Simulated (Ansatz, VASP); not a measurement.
# Cross-check of K (K(111)) between VASP and Ansatz, part 2 of 3

Aim: how closely do two programs agree when they are given the same cell, functional and k mesh?

VASP 6.6.1 and Ansatz 0.2.0.

So far: Starting point; Ansatz: single point, PBEsol.

## (3) VASP: single point, PBEsol

Level of this step: PBEsol; plane waves and PAW (K_pv) (VASP).

The same cell, functional, mesh and smearing now go to VASP, with its own data sets and cutoff.

Lines of VASP's logs that name or quote its potential files are left out, and so is its time.

Contents of INCAR:

```
SYSTEM = K
PREC = Normal
ENCUT = 350
EDIFF = 1E-06
NELM = 120
ISMEAR = 1
SIGMA = 0.02
LREAL = .FALSE.
ALGO = Normal
GGA = PS
NBANDS = 49
LORBIT = 11
LWAVE = .FALSE.
LCHARG = .FALSE.
KPAR = 4
IDIPOL = 3
LDIPOL = .TRUE.
DIPOL = 0.5 0.5 0.5
LVHAR = .TRUE.
LVACPOTAV = .TRUE.
```

Contents of POSCAR:

```
K
1.0
    7.3963369312      0.0000000000      0.0000000000
    3.6981684656      6.4054156774      0.0000000000
    0.0000000000      0.0000000000     33.0977095393
K
11
Direct
    0.6666666667      0.6666666667      0.2719221398
    0.0000000000      0.0000000000      0.3175377118
    0.3333333333      0.3333333333      0.3631532839
    0.6666666667      0.6666666667      0.4087688559
    0.0000000000      0.0000000000      0.4543844280
    0.3333333333      0.3333333333      0.5000000000
    0.6666666667      0.6666666667      0.5456155720
    0.0000000000      0.0000000000      0.5912311441
    0.3333333333      0.3333333333      0.6368467161
    0.6666666667      0.6666666667      0.6824622882
    0.0000000000      0.0000000000      0.7280778602
```

Contents of KPOINTS:

```
Automatic mesh
0
Gamma
6 6 1
0 0 0
```

Potentials, in the order of the species: K_pv (PBE family, release 64).

Command:

```console
$ mpirun -np 4 vasp_std
```

Numbers of over 12 decimals in the logs are rounded to 6 here.

What it wrote:

```text
[banner, memory and clock lines left out]
running    4 mpi-ranks, on    1 nodes
 distrk:  each k-point on    1 cores,    4 groups
 distr:  one band on    1 cores,    1 groups

 POSCAR found type information on POSCAR K
 POSCAR found :  1 types and      11 ions
|                                                                             |
|               ----> ADVICE to this user running VASP <----                  |
|                                                                             |
|     You enforced a specific xc type in the INCAR file but a different       |
|     [... a line on the potential file left out ...]
|     I HOPE YOU KNOW WHAT YOU ARE DOING!                                     |
|                                                                             |

 LDA part: xc-table for (Slater+PW92), standard interpolation
 POSCAR, INCAR and KPOINTS ok, starting setup
 FFT: planning ... GRIDC
 FFT: planning ... GRID_SOFT
 FFT: planning ... GRID
 WAVECAR not read
 entering main loop
       N       E                     dE             d eps       ncg     rms          rms(c)
DAV:   1     0.152811041117E+03    0.15281E+03   -0.26275E+04  1022   0.798E+02
DAV:   2    -0.567066052979E+01   -0.15848E+03   -0.15315E+03   757   0.161E+02
DAV:   3    -0.116185746802E+02   -0.59479E+01   -0.56390E+01   804   0.258E+01
DAV:   4    -0.118855164730E+02   -0.26694E+00   -0.26579E+00   860   0.470E+00
DAV:   5    -0.118933133311E+02   -0.77969E-02   -0.77949E-02   852   0.810E-01    0.471E+00
DAV:   6    -0.114757570493E+02    0.41756E+00   -0.13804E+00   790   0.491E+00    0.234E+00
DAV:   7    -0.113867377607E+02    0.89019E-01   -0.38331E-01   826   0.143E+00    0.163E+00
DAV:   8    -0.113343383816E+02    0.52399E-01   -0.12556E-01   761   0.944E-01    0.288E-01
DAV:   9    -0.113338480192E+02    0.49036E-03   -0.19346E-02   796   0.324E-01    0.193E-01
DAV:  10    -0.113332088622E+02    0.63916E-03   -0.51922E-03   770   0.239E-01    0.696E-02
DAV:  11    -0.113337896991E+02   -0.58084E-03   -0.98831E-04   804   0.779E-02    0.503E-02
DAV:  12    -0.113354664439E+02   -0.16767E-02   -0.13362E-03   719   0.708E-02    0.268E-02
DAV:  13    -0.113364646348E+02   -0.99819E-03   -0.46171E-04   763   0.331E-02    0.189E-02
DAV:  14    -0.113372959567E+02   -0.83132E-03   -0.44175E-04   702   0.318E-02    0.919E-03
DAV:  15    -0.113374698555E+02   -0.17390E-03   -0.44954E-05   731   0.128E-02    0.524E-03
DAV:  16    -0.113375426144E+02   -0.72759E-04   -0.21262E-05   537   0.765E-03    0.295E-03
DAV:  17    -0.113375729700E+02   -0.30356E-04   -0.10820E-05   490   0.468E-03    0.154E-03
DAV:  18    -0.113375881034E+02   -0.15133E-04   -0.72366E-06   479   0.331E-03    0.896E-04
DAV:  19    -0.113375916218E+02   -0.35184E-05   -0.88215E-07   507   0.214E-03    0.442E-04
DAV:  20    -0.113375989465E+02   -0.73247E-05   -0.35451E-07   496   0.115E-03    0.424E-04
DAV:  21    -0.113376060465E+02   -0.71000E-05   -0.22103E-07   490   0.103E-03    0.186E-04
DAV:  22    -0.113376091596E+02   -0.31132E-05   -0.10173E-07   477   0.484E-04    0.159E-04
DAV:  23    -0.113376102306E+02   -0.10710E-05   -0.24145E-08   471   0.326E-04    0.655E-05
DAV:  24    -0.113376106220E+02   -0.39140E-06   -0.10999E-08   468   0.222E-04
|                                                                             |
|           W    W    AA    RRRRR   N    N  II  N    N   GGGG   !!!           |
|           W    W   A  A   R    R  NN   N  II  NN   N  G    G  !!!           |
|           W    W  A    A  R    R  N N  N  II  N N  N  G       !!!           |
|           W WW W  AAAAAA  RRRRR   N  N N  II  N  N N  G  GGG   !            |
|           WW  WW  A    A  R   R   N   NN  II  N   NN  G    G                |
|           W    W  A    A  R    R  N    N  II  N    N   GGGG   !!!           |
|                                                                             |
|     Did not find any points to average over, which means that no vacuum     |
|     field-free region was found. Please increase the size of  your cell     |
|     in the dimension of the dipole correction to obtain accurate            |
|     workfunction values.                                                    |
|                                                                             |

   1 F= -.11337611E+02 E0= -.11337130E+02  d E =-.144322E-02
```

Parts of OUTCAR (step 3):

```text
ion  position               nearest neighbor table
   1  0.667  0.667  0.272-   4 4.53   2 4.53   2 4.53   2 4.53   3 5.23   3 5.23   3 5.23
   2  0.000  0.000  0.318-   1 4.53   1 4.53   1 4.53   3 4.53   3 4.53   3 4.53   5 4.53   4 5.23
                             4 5.23   4 5.23
   3  0.333  0.333  0.363-   6 4.53   4 4.53   4 4.53   2 4.53   4 4.53   2 4.53   2 4.53   1 5.23
                             5 5.23   1 5.23   5 5.23   5 5.23   1 5.23
   4  0.667  0.667  0.409-   1 4.53   7 4.53   3 4.53   3 4.53   5 4.53   3 4.53   5 4.53   5 4.53
                             2 5.23   6 5.23   6 5.23   2 5.23   2 5.23   6 5.23
   5  0.000  0.000  0.454-   8 4.53   6 4.53   6 4.53   6 4.53   4 4.53   4 4.53   4 4.53   2 4.53
                             7 5.23   7 5.23   7 5.23   3 5.23   3 5.23   3 5.23
   6  0.333  0.333  0.500-   3 4.53   9 4.53   5 4.53   7 4.53   7 4.53   5 4.53   5 4.53   7 4.53
                             4 5.23   8 5.23   4 5.23   8 5.23   8 5.23   4 5.23
   7  0.667  0.667  0.546-   4 4.53   6 4.53   6 4.53   8 4.53   6 4.53   8 4.53   8 4.53  10 4.53
                             5 5.23   5 5.23   5 5.23   9 5.23   9 5.23   9 5.23
   8  0.000  0.000  0.591-   5 4.53  11 4.53   9 4.53   9 4.53   9 4.53   7 4.53   7 4.53   7 4.53
                            10 5.23   6 5.23   6 5.23  10 5.23   6 5.23  10 5.23
   9  0.333  0.333  0.637-   6 4.53   8 4.53   8 4.53   8 4.53  10 4.53  10 4.53  10 4.53   7 5.23
                            11 5.23   7 5.23  11 5.23  11 5.23   7 5.23
  10  0.667  0.667  0.682-  11 4.53  11 4.53  11 4.53   9 4.53   9 4.53   9 4.53   7 4.53   8 5.23
                             8 5.23   8 5.23
  11  0.000  0.000  0.728-   8 4.53  10 4.53  10 4.53  10 4.53   9 5.23   9 5.23   9 5.23

  LATTYP: Found a hexagonal cell.
 ALAT       =     7.3963369312
 C/A-ratio  =     4.4748785577

 Subroutine GETGRP returns: Found 12 space group operations
 (whereof  6 operations were pure point group operations)

The static configuration has the point symmetry C_3v.
 The point group associated with its full space group is D_3d.

 Found      7 irreducible k-points:

   k-points           NKPTS =      7   k-points in BZ     NKDIM =      7   number of bands    NBANDS=     49

   dimension x,y,z NGX =    36 NGY =   36 NGZ =  160
   dimension x,y,z NGXF=    72 NGYF=   72 NGZF=  320

   ENCUT  =  350.0 eV  25.72 Ry    5.07 a.u.  11.28 11.28 50.49*2*pi/ulx,y,z

   NELECT =      77.0000    total number of electrons

 k-points in reciprocal lattice and weights: Automatic mesh
   0.00000000  0.00000000  0.00000000       0.028
   0.16666667  0.00000000  0.00000000       0.167
   0.33333333 -0.00000000  0.00000000       0.167
   0.50000000  0.00000000  0.00000000       0.083
   0.33333333  0.16666667  0.00000000       0.167
   0.50000000  0.16666667  0.00000000       0.333
  -0.33333333  0.33333333  0.00000000       0.056

 dipolmoment           0.000000      0.000000     -0.000000 electrons x Angstroem

 average (electrostatic) potential at core
       1 -18.1266       2 -17.7934       3 -17.6857       4 -17.6148       5 -17.6295
       6 -17.6339       7 -17.6295       8 -17.6148       9 -17.6857      10 -17.7934
      11 -18.1266

 E-fermi :  -1.5726

 k-point     1 :       0.0000    0.0000    0.0000
  band No.  band energies     occupation
    ...
     33     -17.1245      2.00000
     34      -3.7384      2.00000
     35      -3.4091      2.00000
     36      -2.8880      2.00000
     37      -2.2331      2.00000
     38      -1.5387     -0.03755
     39      -0.8738      0.00000
     40      -0.3954      0.00000
     41      -0.3954      0.00000
     42      -0.3689      0.00000
    ...

 k-point     2 :       0.1667    0.0000    0.0000
  band No.  band energies     occupation
    ...
     33     -17.1245      2.00000
     34      -3.6212      2.00000
     35      -3.2949      2.00000
     36      -2.7793      2.00000
     37      -2.1323      2.00000
     38      -1.4474     -0.00000
     39      -1.1528      0.00000
     40      -0.9018      0.00000
     41      -0.7885      0.00000
     42      -0.6650      0.00000
    ...

 k-point     3 :       0.3333   -0.0000    0.0000
  band No.  band energies     occupation
    ...
     35      -2.9594      2.00000
     36      -2.4603      2.00000
     37      -1.9991      2.00000
     38      -1.8462      2.00000
     39      -1.6984      2.00000
     40      -1.2886     -0.00000
     41      -1.1519      0.00000
     42      -0.9651      0.00000
     43      -0.8297      0.00000
     44      -0.7203      0.00000
    ...

  Total       -0.4946426     -0.4946426     -0.7027301     -0.0000000     -0.0000000      0.0000000
  in kB       -0.5054057     -0.5054057     -0.7180211     -0.0000000     -0.0000000      0.0000000
  external PRESSURE =      -0.5762775 kB  Pullay stress =       0.0000000 kB

  energy-cutoff  :      350.00
  volume of cell :     1568.06
      direct lattice vectors                 reciprocal lattice vectors
     7.396336931  0.000000000  0.000000000     0.135202061 -0.078058947  0.000000000
     3.698168466  6.405415677  0.000000000     0.000000000  0.156117893  0.000000000
     0.000000000  0.000000000 33.097709539     0.000000000  0.000000000  0.030213571

 POSITION                                       TOTAL-FORCE (eV/Angst)
 -----------------------------------------------------------------------------------
      7.39634      4.27028      9.00000         0.000000     -0.000000      0.050036
      0.00000      0.00000     10.50977        -0.000000      0.000000      0.036948
      3.69817      2.13514     12.01954        -0.000000     -0.000000     -0.047131
      7.39634      4.27028     13.52931         0.000000      0.000000     -0.011972
      0.00000      0.00000     15.03908        -0.000000      0.000000     -0.006211
      3.69817      2.13514     16.54885        -0.000000      0.000000     -0.000000
      7.39634      4.27028     18.05863         0.000000     -0.000000      0.006211
      0.00000      0.00000     19.56840        -0.000000     -0.000000      0.011972
      3.69817      2.13514     21.07817         0.000000      0.000000      0.047131
      7.39634      4.27028     22.58794         0.000000     -0.000000     -0.036948
      0.00000      0.00000     24.09771        -0.000000      0.000000     -0.050036
 -----------------------------------------------------------------------------------
    total drift:                               -0.000000     -0.000000     -0.000000

  FREE ENERGIE OF THE ION-ELECTRON SYSTEM (eV)
  ---------------------------------------------------
  free  energy   TOTEN  =       -11.3376106220 eV

  energy  without entropy=      -11.3361674028  energy(sigma->0) =      -11.33712955

 vacuum level on the upper side and lower side of the slab         0.523         0.523

 total charge
# of ion       s       p       d       tot
------------------------------------------
    1        0.157   5.975   0.007   6.138
    2        0.160   6.002   0.009   6.171
    3        0.142   6.013   0.011   6.166
    4        0.146   6.018   0.012   6.177
    5        0.151   6.015   0.012   6.178
    6        0.147   6.019   0.011   6.177
    7        0.151   6.015   0.012   6.178
    8        0.146   6.018   0.012   6.177
    9        0.142   6.013   0.011   6.166
   10        0.160   6.002   0.009   6.171
   11        0.157   5.975   0.007   6.138
--------------------------------------------------
tot          1.661  66.063   0.113  67.837

[... 3 further parts left out ...]
```

## (4) Side by side

Known differences besides the potentials themselves: the data sets hold 99 valence electrons in Ansatz (default PAW (the set named soft_2) files) and 77 in VASP; the cutoff is 420 eV in Ansatz and 350 eV in VASP (PREC = Normal); Ansatz makes its cores anew for this functional, VASP keeps those of its PBE data sets; VASP leaves aspherical gradient terms in its spheres out (LASPH is not set), Ansatz keeps them. Total energies have different zeros and are not compared.

Both answers:

```csv
quantity,Ansatz,VASP,difference
"work function, lower of the two faces (eV)",2.10,2.10,0.00
"work function, higher of the two faces (eV)",2.10,2.10,0.00
```

VASP's log warns that it found no field-free region in the vacuum, so its work functions are uncertain.

## (5) Ansatz: single point, LDA

A single point gives forces, pressure and levels at one fixed geometry, so differences don't come from the geometry; what else differs is listed under the comparison.

Contents of input.yaml:

```yaml
crystal:
  lattice:
    - [7.3963369312, 0.0, 0.0]
    - [3.6981684656, 6.4054156774, 0.0]
    - [0.0, 0.0, 33.0977095393]
  atoms:
    - { symbol: K, position: [0.6666666667, 0.6666666667, 0.2719221398] }
    - { symbol: K, position: [0.0, 0.0, 0.3175377118] }
    - { symbol: K, position: [0.3333333333, 0.3333333333, 0.3631532839] }
    - { symbol: K, position: [0.6666666667, 0.6666666667, 0.4087688559] }
    - { symbol: K, position: [0.0, 0.0, 0.454384428] }
    - { symbol: K, position: [0.3333333333, 0.3333333333, 0.5] }
    - { symbol: K, position: [0.6666666667, 0.6666666667, 0.545615572] }
    - { symbol: K, position: [0.0, 0.0, 0.5912311441] }
    - { symbol: K, position: [0.3333333333, 0.3333333333, 0.6368467161] }
    - { symbol: K, position: [0.6666666667, 0.6666666667, 0.6824622882] }
    - { symbol: K, position: [0.0, 0.0, 0.7280778602] }
hamiltonian:
  xc: lda
  pseudopotentials: { kind: paw }
kpoints:
  mp_grid: { grid: [6, 6, 1] }
scf:
  occupations: { method: methfessel_paxton, width: 0.1 }
  n_extra_bands: 6
efield:
  axis: 3
  dipole_correction: true
  ramp_width: 0.04
output:
  forces: true
  eigenvalues: true
  write_density: true
  write_potential: true
  elf: true
  volumetric_format: npy
```

Command:

```console
$ ansatz run input.yaml --threads 4 --pin off --max-ram 9216MiB --backend cpu --events-out ev --progress --plain --runs-dir out
```

What it wrote:

```text
[...]
Crystal: 11 atoms, lattice volume = 1568.057 Å³
Basis set: ecut = 420 eV, 30747 PW (Γ)
Bands: 56, of which v1, the nominal top of the filled ones, is band 50 counted from 1 (49 counted from 0)
Symmetry: 6 space group operations
k-points: 7 of 36 (time reversal used)
[...]
k-point 1: bands = [... 46 lower, -1.3931, -0.7426, -0.0509, 0.2393, 0.4931, 0.6113, 0.7167, 0.7518, ... 2 higher]
  k-point 2: bands = [... 46 lower, -1.0750, -0.6108, -0.4638, -0.3051, 0.0850, 0.2494, 0.3969, 0.5932, ... 2 higher]
  k-point 6: bands = [... 46 lower, -1.0018, -0.7626, -0.7626, -0.6498, -0.3103, -0.3103, -0.1330, 0.2521, ... 2 higher]
[key lines of the parts left out:]
SCF converged after 8 iterations
Free energy (F): -16457.682842 eV
Fermi energy:    -0.214809 eV
Dipole field:    D = 0.000000 V/Å  (p = 0.000004 e·Å, saw-weighted, corrected)
Work function:   Φ+ = 2.2475 eV   Φ− = 2.2476 eV
```

It took 21 s on 4 threads of Arm Neoverse V1, shared host; peak memory 2.1 GiB.

## (6) VASP: single point, LDA

The same cell, functional (in two slightly different forms), mesh and smearing now go to VASP, with its own data sets and cutoff.

Changes to INCAR since step 3:

```diff
@@ -6,6 +6,6 @@
 ISMEAR = 1
-SIGMA = 0.02
+SIGMA = 0.1
 LREAL = .FALSE.
 ALGO = Normal
-GGA = PS
+GGA = CA
 NBANDS = 49
```

POSCAR is that of step 3.

KPOINTS is that of step 3.

Command:

```console
$ mpirun -np 4 vasp_std
```

What it wrote:

```text
[banner, memory and clock lines left out]
running    4 mpi-ranks, on    1 nodes
[...]
[... a notice as in an earlier step ...]

 LDA part: xc-table for (Slater(with rela. corr.)+CA(PZ))
 , standard interpolation
 POSCAR, INCAR and KPOINTS ok, starting setup
[...]
entering main loop
       N       E                     dE             d eps       ncg     rms          rms(c)
DAV:   1     0.153530940831E+03    0.15353E+03   -0.26237E+04  1022   0.798E+02
DAV:   2    -0.629040612356E+01   -0.15982E+03   -0.15447E+03   757   0.161E+02
DAV:   3    -0.122469197957E+02   -0.59565E+01   -0.56404E+01   820   0.257E+01
DAV:   4    -0.125267570118E+02   -0.27984E+00   -0.27888E+00   860   0.474E+00
[...]
DAV:  22    -0.119130361667E+02   -0.27411E-05   -0.67643E-08   481   0.722E-04    0.141E-04
DAV:  23    -0.119130376206E+02   -0.14539E-05   -0.46747E-08   479   0.332E-04    0.686E-05
DAV:  24    -0.119130378849E+02   -0.26427E-06   -0.64063E-09   470   0.229E-04
 [... a notice as in an earlier step ...]

   1 F= -.11913038E+02 E0= -.11915012E+02  d E =0.592200E-02
```

Parts of OUTCAR (step 6):

```text
  Total       -2.1313671     -2.1313671     -2.2437899      0.0000000     -0.0000000      0.0000000
  in kB       -2.1777443     -2.1777443     -2.2926134      0.0000000     -0.0000000      0.0000000
  external PRESSURE =      -2.2160340 kB  Pullay stress =       0.0000000 kB

 POSITION                                       TOTAL-FORCE (eV/Angst)
 -----------------------------------------------------------------------------------
      7.39634      4.27028      9.00000        -0.000000     -0.000000      0.120647
      0.00000      0.00000     10.50977         0.000000     -0.000000      0.061272
      3.69817      2.13514     12.01954         0.000000     -0.000000     -0.026138
      7.39634      4.27028     13.52931         0.000000     -0.000000     -0.011289
      0.00000      0.00000     15.03908         0.000000     -0.000000     -0.007446
      3.69817      2.13514     16.54885         0.000000     -0.000000      0.000000
      7.39634      4.27028     18.05863        -0.000000     -0.000000      0.007446
      0.00000      0.00000     19.56840        -0.000000     -0.000000      0.011289
      3.69817      2.13514     21.07817        -0.000000      0.000000      0.026138
      7.39634      4.27028     22.58794        -0.000000      0.000000     -0.061272
      0.00000      0.00000     24.09771         0.000000     -0.000000     -0.120647
 -----------------------------------------------------------------------------------
    total drift:                               -0.000000     -0.000000     -0.000000

  FREE ENERGIE OF THE ION-ELECTRON SYSTEM (eV)
  ---------------------------------------------------
  free  energy   TOTEN  =       -11.9130378849 eV

  energy  without entropy=      -11.9189598831  energy(sigma->0) =      -11.91501188

[... 2 parts as in an earlier step ...]

[... 1 further part left out ...]
[key lines of the parts left out:]
E-fermi :  -1.7391
```

## (7) Side by side

What differs besides the data sets and the points named for the pairs above, as far as they apply: the two LDA forms differ slightly; VASP's log shows a relativistic correction to its local exchange, Ansatz's none. Total energies have different zeros and are not compared.

Both answers:

```csv
quantity,Ansatz,VASP,difference
"work function, lower of the two faces (eV)",2.25,2.25,0.00
"work function, higher of the two faces (eV)",2.25,2.25,0.00
```

Forces on 7 of the 11 atoms, those with the largest forces and the largest differences (eV/Å; atoms numbered as in POSCAR):

```csv
atom,"Ansatz x, y, z","VASP x, y, z"
K1,"0.000, 0.000, 0.122","0.000, 0.000, 0.121"
K2,"0.000, 0.000, 0.062","0.000, 0.000, 0.061"
K3,"0.000, 0.000, -0.026","0.000, 0.000, -0.026"
K4,"0.000, 0.000, -0.011","0.000, 0.000, -0.011"
K9,"0.000, 0.000, 0.026","0.000, 0.000, 0.026"
K10,"0.000, 0.000, -0.062","0.000, 0.000, -0.061"
K11,"0.000, 0.000, -0.122","0.000, 0.000, -0.121"
```

The forces differ by 0.4 meV/Å r.m.s., which is 1.1 % of the r.m.s. force of 0.03 eV/Å (both taken over all components). VASP's log warns that it found no field-free region in the vacuum, so its work functions are uncertain.

[end of part 2 of 3]

[Lines on the potential files, build, host, timing and source positions are cut from VASP's logs without a mark.]

[Logs are printed without paths, hosts, clocks, repeated set-up lines and the standing remarks that a program may print on its own settings, such as how far it seeks lower states.]

[Hosts, paths, dates, database ids (printed as entryN), source tags and the programs' standing remarks are cut or masked in the printed files.]
